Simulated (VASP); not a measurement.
Given:

```xyz
2
Lattice="3.6955 0.0000 0.0000 0.0000 3.6955 0.0000 0.0000 0.0000 3.6955" Properties=species:S:1:pos:R:3 pbc="T T T"
Tl     0.0000     0.0000     0.0000
Cl     1.8478     1.8478     1.8478
```

Computed with LDA (Ceperley-Alder, Perdew-Zunger), VASP's LDA PAW potentials (set 64) (plane waves; VASP). Settings: 520 eV cut-off, 7×7×7 Γ-centred mesh, Gaussian smearing of 0.050 eV, potentials Tl_d Cl.

Problem. What does the run give for the energy per atom (σ→0)?

Solution. 
energy per atom (σ→0): -3.503 eV/atom

Total energies compare only between runs with the same potentials, cut-off and functional.

The compound is TlCl in the CsCl type structure. It was relaxed first, which changed the volume by -11 %.
